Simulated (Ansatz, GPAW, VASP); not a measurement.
NaCu: 3 runs at one level of theory

```
Na Cu
1.0
     2.94224    0.00000    0.00000
     0.00000    2.94224    0.00000
     0.00000    0.00000    4.04091
Na Cu
1 1
Direct
  0.00000 0.00000 0.00000
  0.50000 0.50000 0.50000
```

The cell comes from a database or a generator and needn't be the stable form of this composition.

Alike in all runs: task band structure; functional BLYP; k mesh 9 × 9 × 7; occupations fermi-dirac, width 0.05 eV; no spin polarisation; no spin-orbit coupling. Pressure is positive in compression and, in plane waves, holds the error of the finite cutoff, which Ansatz's Pulay term estimates and takes out.

| program and potentials | plane-wave cutoff (eV) | notes | pressure (GPa) |
| --- | --- | --- | --- |
| Ansatz, Ansatz PAW | 420 | potentials made for PBE, which Ansatz adapts in part; 14 valence electrons an atom on average; Pulay term of +0.03 GPa included | 4.69 |
| VASP, PBE PAW files Cu, Na_pv, 520 eV | 520 | potentials made for PBE; 9 valence electrons an atom on average | 4.85 |
| GPAW, PAW data sets generated for this functional | 800 | 9 valence electrons an atom on average; this data set often lies off other programs | 4.43 |

The pressure spans 4.43 (GPAW, PAW data sets generated for this functional) to 4.85 GPa (VASP, PBE PAW files Cu, Na_pv, 520 eV). Some sets were made for another functional than the one run, which can shift their rows.

Differences between rows come from potentials, basis sets and numerical settings, since the functional is the same but for its coding. Runs on potential files found faulty are left out.
